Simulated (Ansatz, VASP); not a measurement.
# SbW in two plane-wave programs, part 2 of 2

Aim: how closely do two programs agree when they are given the same cell, functional and k mesh? The cell is generated by rule, not measured, and may not be a known phase. The cell is taken from a series of runs on this material, whose earlier steps may have relaxed, scaled, displaced or heated it; both programs get it as it stands.

VASP 6.6.1 and Ansatz 0.2.0.

So far: The structure; Ansatz: relaxation of cell and atoms, PBEsol; VASP: relaxation of cell and atoms, PBEsol; Differences.

### Step 5. VASP: zone-centre phonons, PBEsol

Level of this step: PBEsol; plane waves and PAW (W, Sb); invented cell (VASP).

Second derivatives magnify differences that forces hide, and they need a tight electronic threshold.

INCAR

```
SYSTEM = SbW
PREC = Accurate
ENCUT = 600
EDIFF = 1E-08
NELM = 120
ISMEAR = 1
SIGMA = 0.15
LREAL = .FALSE.
ALGO = Normal
GGA = PS
NBANDS = 11
LASPH = .TRUE.
LORBIT = 11
LWAVE = .FALSE.
LCHARG = .FALSE.
ISIF = 2
IBRION = 8
GGA_COMPAT = .FALSE.
KPAR = 2
```

POSCAR

```
SbW
1.0
    3.5131348361     -0.0000028644      0.0000000000
   -1.7565649374      3.0424654472      0.0000000000
    0.0000000000      0.0000000000      3.6265618163
W Sb
1 1
Direct
    0.0000000000      0.0000000000      0.0000000000
    0.3333333333      0.6666666667      0.5000000000
```

KPOINTS

```
Automatic mesh
0
Gamma
12 12 10
0 0 0
```

PAW data sets: W and Sb (PBE family, release 64).

On the command line:

```sh
mpirun -np 2 vasp_std
```

Numbers of over 12 decimals in the logs are rounded to 6 here.

The program printed:

```text
[banner, memory and clock lines left out]
running    2 mpi-ranks, on    1 nodes
[...]
[... a notice as in an earlier step ...]

 LDA part: xc-table for (Slater+PW92), standard interpolation
 POSCAR, INCAR and KPOINTS ok, starting setup
[...]
entering main loop
       N       E                     dE             d eps       ncg     rms          rms(c)
DAV:   1     0.412197997148E+02    0.41220E+02   -0.46667E+03  2508   0.894E+02
DAV:   2    -0.146160468636E+02   -0.55836E+02   -0.53000E+02  3153   0.185E+02
DAV:   3    -0.176564250811E+02   -0.30404E+01   -0.29347E+01  3109   0.409E+01
DAV:   4    -0.176960739325E+02   -0.39649E-01   -0.39537E-01  2894   0.486E+00
[...]
DAV:  11    -0.170931659256E+02   -0.12732E-05   -0.47896E-06  2831   0.180E-02    0.863E-03
DAV:  12    -0.170931655551E+02    0.37052E-06   -0.31813E-07  2829   0.387E-03    0.136E-03
DAV:  13    -0.170931655524E+02    0.26851E-08   -0.35055E-08  2709   0.133E-03
   1 F= -.17093166E+02 E0= -.17093045E+02  d E =-.361916E-03
[...]
RMM:   8    -0.215668444105E-01    0.54201E-07   -0.21845E-09 16961   0.286E-05    0.115E-05
RMM:   9    -0.215668058386E-01    0.38572E-07   -0.15676E-08 16627   0.101E-05    0.724E-07
RMM:  10    -0.215668039436E-01    0.18950E-08   -0.80701E-09 14743   0.246E-06    0.323E-07
 first order change of Fermi-energy   0.28052E-04
 force on displaced ion       2 direction 1 : -11.600  -0.000   0.000
 Linear response progress:
  Degree of freedom:   4/  4
       N       E                     dE             d eps       ncg     rms          rms(c)
RMM:   1    -0.283236198131E-01   -0.28324E-01    0.38392E-03  7048   0.152E+00
RMM:   2    -0.264396435121E-01    0.18840E-02   -0.16536E-03  5556   0.330E-01    0.895E-02
RMM:   3    -0.264331503432E-01    0.64932E-05   -0.24153E-04  5727   0.854E-02    0.463E-02
RMM:   4    -0.265379106432E-01   -0.10476E-03   -0.89167E-05  5689   0.483E-02    0.121E-02
[...]
RMM:   8    -0.265370475340E-01   -0.16498E-06    0.39251E-09  5985   0.924E-05    0.192E-05
RMM:   9    -0.265370062469E-01    0.41287E-07    0.68263E-09  6067   0.236E-05    0.355E-06
RMM:  10    -0.265370133299E-01   -0.70830E-08    0.27914E-09  5689   0.404E-06    0.116E-06
 first order change of Fermi-energy  -0.76556E-03
 force on displaced ion       2 direction 3 :   0.000  -0.000 -14.047
 Linear response finished
```

Parts of OUTCAR (step 5):

```text
  Total       -0.1132920     -0.1132920     -0.1582875     -0.0000000      0.0000000      0.0000000
  in kB       -4.6826785     -4.6826785     -6.5424697     -0.0000000      0.0000000      0.0000000
  external PRESSURE =      -5.3026089 kB  Pullay stress =       0.0000000 kB

 POSITION                                       TOTAL-FORCE (eV/Angst)
 -----------------------------------------------------------------------------------
      0.00000      0.00000      0.00000         0.000000      0.000000      0.000000
      0.00000      2.02831      1.81328        -0.000000      0.000000      0.000000
 -----------------------------------------------------------------------------------
    total drift:                                0.000000     -0.000000      0.000000

[... 1 part as in an earlier step ...]

[... 1 further part left out ...]
```

### Step 6. Ansatz: zone-centre phonons, PBEsol

The same cell, functional, mesh and smearing now go to Ansatz, which takes its cutoff from its data sets.

The cell is taken from a series of runs on this material, whose earlier steps may have relaxed, scaled, displaced or heated it; both programs get it as it stands.

input.yaml

```yaml
crystal:
  lattice:
    - [3.5131348361, -2.8644e-06, 0.0]
    - [-1.7565649374, 3.0424654472, 0.0]
    - [0.0, 0.0, 3.6265618163]
  atoms:
    - { symbol: W, position: [0.0, 0.0, 0.0] }
    - { symbol: Sb, position: [0.3333333333, 0.6666666667, 0.5] }
kpoints:
  mp_grid: { grid: [12, 12, 10] }
hamiltonian:
  xc: pbesol
scf:
  occupations: { method: methfessel_paxton, width: 0.15 }
output:
  eigenvalues: true
phonons:
  method: dfpt
```

On the command line:

```sh
ansatz run input.yaml --threads 4 --pin off --max-ram 7168MiB --backend cpu --events-out ev --progress --plain --runs-dir out
```

The program printed:

```text
[...]
Crystal: 2 atoms, lattice volume = 38.763 Å³
Basis set: ecut = 420 eV, 763 PW (Γ), exchange–correlation on 48×48×50 points (8 copies of the dense FFT grid, shifted against one another)
Bands: 19, of which v1, the nominal top of the filled ones, is band 15 counted from 1 (14 counted from 0)
Symmetry: 12 space group operations
k-points: 398 of 1440 (irreducible under 2 space group operations, time reversal used)
[...]
k mesh reduced under 2 symmetry operations, with k and −k counted as one. Each operation leaves every solved perturbation unchanged. A smaller set is not used because it would not reduce the number of displacements times k-points to solve
  ASR residual: 7.501e-5 → 0.000e0 eV/Å²; symmetrization residual: 1.671e-4 eV/Å²
  ASR residual per site (eV/Å²): 3.24e-5 7.50e-5
  Γ frequencies (cm⁻¹): 0.00 0.00 0.00 208.33 208.33 230.07
  non-analytic LO–TO correction: not included (Born effective charges unavailable; polar crystals: no LO–TO splitting at Γ)
[key lines of the parts left out:]
SCF converged after 8 iterations
Free energy (F): -16663.322581 eV
Fermi energy:    17.688971 eV
```

### Step 7. Comparison

What differs besides the data sets and the points named for the pairs above, as far as they apply: the data sets hold 29 valence electrons in Ansatz (on its default PAW (the set named soft_2) files) and 11 in VASP. Total energies have different zeros and are not compared.

The two programs side by side:

```
                  quantity  Ansatz   VASP  difference
optical mode 1 to 2 (cm⁻¹)   208.3  207.5     +0.39 %
     optical mode 3 (cm⁻¹)   230.1  228.4     +0.74 %
```

Modes are paired by rising frequency, not by their patterns, so a pair may set unlike modes beside each other; they are those without the splitting of longitudinal modes.

### Step 8. Outcome

```
difference in volume (relaxation of cell and atoms, PBEsol)                                                          : 0.32 %
r.m.s. difference of the optical zone-centre modes, each program's sorted by frequency (zone-centre phonons, PBEsol) : 1.2 cm⁻¹
difference in optical mode 3 (zone-centre phonons, PBEsol)                                                           : +0.7 %
```

The difference in volume is 0.32 % (relaxation of cell and atoms, PBEsol), within the 1.2 % picked in this series as the mark of a large difference, as far as the stopping tolerances let one tell. The data sets hold unlike numbers of valence electrons (29 in Ansatz and 11 in VASP), so part of the differences comes from the potentials. Among the rows given in per cent, the largest difference of the zone-centre phonons, PBEsol pair is in optical mode 3, +0.7 %. 1 further run of this series is not shown here. How closely two codes agree says nothing of how well the functional describes the real material.

[Lines on the potential files, build, host, timing and source positions are cut from VASP's logs without a mark.]

[Logs are printed without paths, hosts, clocks, repeated set-up lines and the standing remarks that a program may print on its own settings, such as how far it seeks lower states.]

[Hosts, paths, dates, database ids (printed as entryN), source tags and the programs' standing remarks are cut or masked in the printed files.]
